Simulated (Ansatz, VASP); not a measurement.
Two plane-wave programs on NbCd3

Contents of POSCAR:

```
NbCd3
1.0
    4.2721287339      0.0000000000      0.0000000000
    0.0000000000      4.2721287339      0.0000000000
    0.0000000000      0.0000000000      4.2721287339
Nb Cd
1 3
Direct
    0.0000000000      0.0000000000      0.0000000000
    0.0000000000      0.5000000000      0.5000000000
    0.5000000000      0.0000000000      0.5000000000
    0.5000000000      0.5000000000      0.0000000000
```

INCAR.step1

```
PREC     = Accurate       # precision mode
ENCUT    = 520            # plane-wave cutoff, eV
ISMEAR   = 0              # smearing method
SIGMA    = 0.1            # smearing width, eV
LREAL    = False          # projectors in reciprocal space
LASPH    = True           # aspherical terms in the spheres
NELM     = 100            # most SCF steps
NBANDS   = 32             # bands
GGA      = PE             # functional
ALGO     = Normal         # electronic algorithm
EDIFF    = 1E-4           # SCF threshold, eV
LWAVE    = True           # write WAVECAR
LCHARG   = False          # write CHGCAR
```

INCAR.step2

```
PREC     = Accurate       # precision mode
ENCUT    = 520            # plane-wave cutoff, eV
EDIFF    = 1E-6           # SCF threshold, eV
ISMEAR   = 0              # smearing method
SIGMA    = 0.1            # smearing width, eV
LREAL    = False          # projectors in reciprocal space
LASPH    = True           # aspherical terms in the spheres
NELM     = 100            # most SCF steps
ALGO     = Normal         # electronic algorithm
ISIF     = 2              # what is computed and relaxed
LWAVE    = False          # write WAVECAR
LCHARG   = False          # write CHGCAR
METAGGA  = R2SCAN         # meta-GGA
LMIXTAU  = True         
NBANDS   = 32             # bands
ISTART   = 1
```

Contents of KPOINTS:

```
regular mesh
0
Gamma
  10 10 10
```

Input for Ansatz:

```yaml
crystal:
  lattice:
    - [4.2721287339, 0.0, 0.0]
    - [0.0, 4.2721287339, 0.0]
    - [0.0, 0.0, 4.2721287339]
  atoms:
    - { symbol: Nb, position: [0.0, 0.0, 0.0] }
    - { symbol: Cd, position: [0.0, 0.5, 0.5] }
    - { symbol: Cd, position: [0.5, 0.0, 0.5] }
    - { symbol: Cd, position: [0.5, 0.5, 0.0] }
basis:
  ecutwfc: 500
kpoints:
  mp_grid: { grid: [10, 10, 10] }
  band_path:
    path:
      - [[0.0, 0.0, 0.0], [0.0, 0.5, 0.0], [0.5, 0.5, 0.0], [0.0, 0.0, 0.0], [0.5, 0.5, 0.5], [0.0, 0.5, 0.0]]
      - [[0.5, 0.5, 0.5], [0.5, 0.5, 0.0]]
    npoints: 14
hamiltonian:
  xc: r2scan
scf:
  occupations: { method: gaussian, width: 0.1 }
  n_extra_bands: 10
output:
  forces: true
  stress: true
  eigenvalues: true
  populations: true
  dos: { projected: true, de: 0.02, nscf_kmesh: { grid: [15, 15, 15] } }
  bader: true
```

Alike in both runs: task single point; functional r2SCAN; k mesh 10 × 10 × 10; occupations gaussian, width 0.1 eV; no spin polarisation.

|  | VASP | Ansatz |
| --- | --- | --- |
| version | VASP 6.6.1 | Ansatz 0.2.0 |
| potentials or method | VASP PAW PBE potentials, release 64 (Nb_sv, Cd) | scalar-relativistic, plane waves, PAW |
| plane-wave cutoff (eV) | 520 | 500 |
| valence electrons in the cell | 49 | 73 |

Ansatz gave:

| Quantity | Value |
| --- | --- |
| gap on the k mesh at the Fermi level (eV) | none |
| pressure (GPa) | 0.0 |

Q: What did VASP give for the same quantities?

A: gap on the k mesh at the Fermi level (eV): none; pressure (GPa): 0.5.

A gap of «none» marks a metal or a gap that the smearing closes. The two sets of potentials don't hold the same shells in valence.

Caveats: the PAW data sets were made with another functional, which shifts forces and pressure a little (VASP).
